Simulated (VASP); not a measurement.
Here is the system:

```
CELL_PARAMETERS angstrom
      1.86480    -3.22992     0.00000
      1.86480     3.22992     0.00000
      0.00000     0.00000     7.84243
ATOMIC_POSITIONS crystal
  Sn 0.00000 0.00000 0.00000
  S  0.33333 0.66667 0.18867
  S  0.66667 0.33333 0.81133
```

These are revPBE GGA, VASP's PBE PAW potentials (set 64) (plane waves; VASP) values and carry that method's errors. Numerical set-up: 520 eV cut-off, 8×8×3 Γ-centred mesh, tetrahedra with Blöchl corrections, potentials Sn_d S.

The cores are frozen, which limits the accuracy of field gradients. Without a dispersion term in the relaxation, distances and binding between the weakly bound layers, chains or molecules are unreliable, and so is what depends on them.

Question: Give the principal components of the electric field gradient (V/Å²) and the asymmetry η at each nucleus.

Answer: 
```
atom   Vxx   Vyy    Vzz     η
----  ----  ----  -----  ----
Sn1   -5.1  -5.1   10.3  0.00
S2    26.4  26.4  -52.8  0.00
S3    26.4  26.4  -52.8  0.00
```

The compound is SnS2 in the 1T layered structure. It was relaxed first, which changed the volume by +39 %.
